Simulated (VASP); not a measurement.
Output of a VASP run:

**OUTCAR**
```
 ion  position               nearest neighbor table
   1  0.000  0.000  0.000-   3 2.71   4 2.71   5 2.71   3 2.71   4 2.71   4 2.71   5 2.71   4 2.71
                             3 2.71   5 2.71   3 2.71   5 2.71   2 3.32   2 3.32   2 3.32   2 3.32
   2  0.500  0.500  0.500-   3 1.92   4 1.92   5 1.92   5 1.92   3 1.92   4 1.92   1 3.32   1 3.32
                             1 3.32   1 3.32   1 3.32   1 3.32   1 3.32   1 3.32
   3  0.500  0.000  0.500-   2 1.92   2 1.92   1 2.71   1 2.71   1 2.71   1 2.71
   4  0.000  0.500  0.500-   2 1.92   2 1.92   1 2.71   1 2.71   1 2.71   1 2.71
   5  0.500  0.500  0.000-   2 1.92   2 1.92   1 2.71   1 2.71   1 2.71   1 2.71
  LATTYP: Found a simple cubic cell.
 ALAT       =     3.8305531077
 Subroutine PRICEL returns:
 Original cell was already a primitive cell.
 Subroutine GETGRP returns: Found 48 space group operations
The static configuration has the point symmetry O_h .
The dynamic configuration has the point symmetry O_h .
 Subroutine INISYM returns: Found 48 space group operations
 Subroutine IBZKPT returns following result:
 Found     35 irreducible k-points:

 Following reciprocal coordinates:
            Coordinates               Weight
  0.000000  0.000000  0.000000      1.000000
  0.125000  0.000000  0.000000      6.000000
  0.250000  0.000000  0.000000      6.000000
  0.375000  0.000000  0.000000      6.000000
  0.500000  0.000000  0.000000      3.000000
  0.125000  0.125000  0.000000     12.000000
  0.250000  0.125000  0.000000     24.000000
  0.375000  0.125000  0.000000     24.000000
  0.500000  0.125000  0.000000     12.000000
  0.250000  0.250000  0.000000     12.000000
  0.375000  0.250000  0.000000     24.000000
  0.500000  0.250000  0.000000     12.000000
  0.375000  0.375000  0.000000     12.000000
  0.500000  0.375000  0.000000     12.000000
  0.500000  0.500000  0.000000      3.000000
  0.125000  0.125000  0.125000      8.000000
  0.250000  0.125000  0.125000     24.000000
  0.375000  0.125000  0.125000     24.000000
  0.500000  0.125000  0.125000     12.000000
  0.250000  0.250000  0.125000     24.000000
  0.375000  0.250000  0.125000     48.000000
  0.500000  0.250000  0.125000     24.000000
  0.375000  0.375000  0.125000     24.000000
  0.500000  0.375000  0.125000     24.000000
  0.500000  0.500000  0.125000      6.000000
  0.250000  0.250000  0.250000      8.000000
  0.375000  0.250000  0.250000     24.000000
  0.500000  0.250000  0.250000     12.000000
  0.375000  0.375000  0.250000     24.000000
  0.500000  0.375000  0.250000     24.000000
  0.500000  0.500000  0.250000      6.000000
  0.375000  0.375000  0.375000      8.000000
  0.500000  0.375000  0.375000     12.000000
  0.500000  0.500000  0.375000      6.000000
  0.500000  0.500000  0.500000      1.000000
   k-points           NKPTS =     35   k-points in BZ     NKDIM =     35   number of bands    NBANDS=     24
   number of dos      NEDOS =    301   number of ions     NIONS =      5
   total plane-waves  NPLWV =  21952
   dimension x,y,z NGX =    28 NGY =   28 NGZ =   28
   dimension x,y,z NGXF=    56 NGYF=   56 NGZF=   56
   ions per type =               1   1   3
   PREC   = accura    normal or accurate (medium, high low for compatibility)
   ISTART =      0    job   : 0-new  1-cont  2-samecut
   ICHARG =      2    charge: 1-file 2-atom 10-const
   ISPIN  =      1    spin polarized calculation?
   LNONCOLLINEAR =      F non collinear calculations
   LSORBIT =      F    spin-orbit coupling
   INIWAV =      1    electr: 0-lowe 1-rand  2-diag
   ENCUT  =  520.0 eV  38.22 Ry    6.18 a.u.   7.12  7.12  7.12*2*pi/ulx,y,z
   NELM   =    100;   NELMIN=  2; NELMDL= -5     # of ELM steps
   EDIFF  = 0.1E-06   stopping-criterion for ELM
   LREAL  =      F    real-space projection
   NLSPLINE    = F    spline interpolate recip. space projectors
   LMAXMIX     =    4 max onsite mixed and CHGCAR
   VOSKOWN=      0    Vosko Wilk Nusair interpolation
   EDIFFG = 0.1E-05   stopping-criterion for IOM
   NSW    =      0    number of steps for IOM
   NBLOCK =      1;   KBLOCK =      1    inner block; outer block
   IBRION =     -1    ionic relax: 0-MD 1-quasi-New 2-CG
...
```

OSZICAR:
```
       N       E                     dE             d eps       ncg     rms          rms(c)
DAV:   1     0.423631651427E+03    0.42363E+03   -0.24690E+04  1680   0.183E+03
DAV:   2    -0.694507056967E+02   -0.49308E+03   -0.48920E+03  2184   0.505E+02
DAV:   3    -0.964395434388E+02   -0.26989E+02   -0.26809E+02  1776   0.129E+02
DAV:   4    -0.974813174290E+02   -0.10418E+01   -0.10407E+01  3112   0.207E+01
DAV:   5    -0.975026152633E+02   -0.21298E-01   -0.16715E-01  1952   0.154E+00    0.420E+01
DAV:   6    -0.730473003971E+02    0.24455E+02   -0.84193E+01  2328   0.778E+01    0.170E+01
DAV:   7    -0.738649499685E+02   -0.81765E+00   -0.19729E+01  1840   0.426E+01    0.145E+01
DAV:   8    -0.740875487474E+02   -0.22260E+00   -0.47302E+00  1880   0.190E+01    0.363E+00
DAV:   9    -0.730834160330E+02    0.10041E+01   -0.18453E+00  2160   0.116E+01    0.193E+00
DAV:  10    -0.737125234245E+02   -0.62911E+00   -0.23447E-01  2008   0.496E+00    0.676E-01
DAV:  11    -0.737228156933E+02   -0.10292E-01   -0.25188E-02  2416   0.126E+00    0.481E-01
DAV:  12    -0.737131593127E+02    0.96564E-02   -0.39182E-02  2216   0.167E+00    0.457E-01
DAV:  13    -0.737232538939E+02   -0.10095E-01   -0.11136E-02  2520   0.102E+00    0.313E-01
DAV:  14    -0.737243098564E+02   -0.10560E-02   -0.20041E-03  2352   0.463E-01    0.195E-01
DAV:  15    -0.737230566830E+02    0.12532E-02   -0.17365E-03  1728   0.451E-01    0.819E-02
DAV:  16    -0.737244635762E+02   -0.14069E-02   -0.13740E-03  1720   0.388E-01    0.332E-02
DAV:  17    -0.737244327401E+02    0.30836E-04   -0.95581E-05  1888   0.102E-01    0.359E-02
DAV:  18    -0.737244322530E+02    0.48709E-06   -0.19567E-05  1712   0.534E-02    0.324E-02
DAV:  19    -0.737244367109E+02   -0.44579E-05   -0.46248E-05  2160   0.610E-02    0.680E-03
DAV:  20    -0.737244418470E+02   -0.51360E-05   -0.43700E-06  2208   0.197E-02    0.676E-03
DAV:  21    -0.737244469092E+02   -0.50622E-05   -0.15987E-06  2608   0.112E-02    0.293E-03
DAV:  22    -0.737244478371E+02   -0.92790E-06   -0.12457E-06  2112   0.997E-03    0.223E-03
DAV:  23    -0.737244470415E+02    0.79561E-06   -0.79885E-08   944   0.258E-03    0.192E-03
DAV:  24    -0.737244466877E+02    0.35376E-06   -0.49911E-08   960   0.191E-03    0.926E-04
DAV:  25    -0.737244462318E+02    0.45596E-06   -0.18506E-08   944   0.100E-03    0.700E-04
DAV:  26    -0.737244461773E+02    0.54460E-07   -0.12342E-08   960   0.790E-04
   1 F= -.73724446E+02 E0= -.73723811E+02  d E =-.190545E-02
```

File OUTCAR:
```
------------------------ aborting loop because EDIFF is reached ----------------------------------------
  FORCE on cell =-STRESS in cart. coord.  units (eV):
  Direction    XX          YY          ZZ          XY          YZ          ZX
  --------------------------------------------------------------------------------------
  Total        0.0472019      0.0472019      0.0472019      0.0000000     -0.0000000      0.0000000
  in kB        1.3455067      1.3455067      1.3455067      0.0000000     -0.0000000      0.0000000
  external PRESSURE =       1.3455067 kB  Pullay stress =       0.0000000 kB
  volume of cell :       56.21
      direct lattice vectors                 reciprocal lattice vectors
     3.830553108  0.000000000  0.000000000     0.261058905  0.000000000  0.000000000
     0.000000000  3.830553108  0.000000000     0.000000000  0.261058905  0.000000000
     0.000000000  0.000000000  3.830553108     0.000000000  0.000000000  0.261058905
 POSITION                                       TOTAL-FORCE (eV/Angst)
 -----------------------------------------------------------------------------------
      0.00000      0.00000      0.00000         0.000000      0.000000      0.000000
      1.91528      1.91528      1.91528         0.000000      0.000000      0.000000
      1.91528      0.00000      1.91528         0.000000      0.000000      0.000000
      0.00000      1.91528      1.91528         0.000000      0.000000      0.000000
      1.91528      1.91528      0.00000         0.000000      0.000000      0.000000
 -----------------------------------------------------------------------------------
    total drift:                                0.000000      0.000000      0.000000
  FREE ENERGIE OF THE ION-ELECTRON SYSTEM (eV)
  ---------------------------------------------------
  free  energy   TOTEN  =       -73.7244461773 eV

  energy  without entropy=      -73.7225407245  energy(sigma->0) =      -73.72381103
```
(Selected blocks of OUTCAR.)

**POSCAR**
```
SrVO3
1
    3.8305531077     0.0000000000     0.0000000000
    0.0000000000     3.8305531077     0.0000000000
    0.0000000000     0.0000000000     3.8305531077
Sr V O
1 1 3
Direct
  0.0000000000   0.0000000000   0.0000000000
  0.5000000000   0.5000000000   0.5000000000
  0.5000000000   0.0000000000   0.5000000000
  0.0000000000   0.5000000000   0.5000000000
  0.5000000000   0.5000000000   0.0000000000
```

**Question.** Reconstruct the remaining input files.

**Answer.** This is not unique; one that fits is the input of the run itself, SCAN meta-GGA, plane waves, VASP's PBE PAW potentials (set 64).

**INCAR**
```
ALGO = Normal
EDIFF = 1E-7
ENCUT = 520
ISIF = 2
ISMEAR = 1
LASPH = .TRUE.
LCHARG = .FALSE.
LMAXMIX = 4
LMIXTAU = .TRUE.
LREAL = .FALSE.
LWAVE = .FALSE.
METAGGA = SCAN
NELM = 100
PREC = Accurate
SIGMA = 0.1
SYSTEM = SrVO3
```

**KPOINTS**
```
Automatic mesh
0
Gamma
8 8 8
0 0 0
```

POTCAR, in this order: Sr_sv V_sv O (PBE.64 set). Program: vasp_std.

The compound is SrVO3 in the cubic perovskite structure. It was relaxed first. The run is not spin-polarised, so no magnetic state was tried. The electron count is odd and the run is not spin-polarised, which forces a metal.
